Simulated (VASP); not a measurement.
Data:

```
CELL_PARAMETERS angstrom
      4.93640     0.00000     0.00000
      0.00000     4.93640     0.00000
      0.00000     0.00000     4.93640
ATOMIC_POSITIONS crystal
  Sr 0.00000 0.00000 0.00000
  Pb 0.00000 0.50000 0.50000
  Pb 0.50000 0.00000 0.50000
  Pb 0.50000 0.50000 0.00000
```

These are PBEsol GGA, VASP's PBE PAW potentials (set 64) (plane waves; VASP) values and carry that method's errors. Settings: 400 eV cut-off, 7×7×7 Γ-centred mesh, tetrahedra with Blöchl corrections, potentials Sr_sv Pb_d.

Unless said otherwise, spin-orbit coupling is left out, though it shifts the bands of the heavy elements here.

### Question
What does the run give for the energy per atom (σ→0), band gap (on the k-mesh) with the smallest direct gap where there is one?

### Answer

- band gap (on the k-mesh): none (metal, semimetal or under 0.01 eV)
- energy per atom (σ→0): -3.842 eV/atom

Only differences to runs with the same potentials and settings are physical.

The structure comes from a computed database's SrPb3 entry (Pm-3m); how it stands against other phases isn't given here. It was relaxed first.
